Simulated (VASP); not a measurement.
Input for VASP

INCAR:
```
AGGAC = 0.0
ALGO = Normal
EDIFF = 1E-7
ENCUT = 520
GGA = ML
ISIF = 2
ISMEAR = 0
LASPH = .TRUE.
LCHARG = .FALSE.
LMAXMIX = 4
LREAL = .FALSE.
LUSE_VDW = .TRUE.
LWAVE = .FALSE.
NELM = 100
PREC = Accurate
SIGMA = 0.05
SYSTEM = AlAs
ZAB_VDW = -1.8867
```

**POSCAR**
```
AlAs
1
    0.0000000000     2.9747848686     2.9747848686
    2.9747848686     0.0000000000     2.9747848686
    2.9747848686     2.9747848686     0.0000000000
Al As
1 1
Direct
  0.0000000000   0.0000000000   0.0000000000
  0.2500000000   0.2500000000   0.2500000000
```

KPOINTS:
```
Automatic
0
Gamma
 8 8 8
0 0 0
```

POTCAR, in this order: Al As (PBE.64 set). Program: vasp_std.

Question: Write an equivalent input for Quantum ESPRESSO's pw.x.

Answer: One equivalent input (not run):
```
&CONTROL
  calculation = 'scf'
  pseudo_dir = './pseudo'
  outdir = './out'
  tprnfor = .true.
  tstress = .true.
/
&SYSTEM
  ibrav = 0
  nat = 2
  ntyp = 2
  ecutwfc = 84
  occupations = 'smearing'
  smearing = 'gaussian'
  degauss = 0.003675
  input_dft = 'vdw-df2'
/
&ELECTRONS
  conv_thr = 7.3e-09
  electron_maxstep = 100
/
ATOMIC_SPECIES
  Al 26.982 Al.upf
  As 74.922 As.upf
CELL_PARAMETERS angstrom
     0.0000000    2.9747849    2.9747849
     2.9747849    0.0000000    2.9747849
     2.9747849    2.9747849    0.0000000
ATOMIC_POSITIONS crystal
  Al   0.0000000  0.0000000  0.0000000
  As   0.2500000  0.2500000  0.2500000
K_POINTS automatic
  8 8 8 0 0 0
```
The two are equivalent in intent, not identical: the potentials are each code's own (VASP's PAW set, PseudoDojo norm-conserving files in pw.x), so ENCUT and ecutwfc are chosen apart and not converted; conv_thr bounds pw.x's estimated SCF error, while EDIFF bounds the energy change between steps.

The compound is AlAs in the zinc blende structure. This cell is one point of a volume scan, at 1.06 of the reference volume.
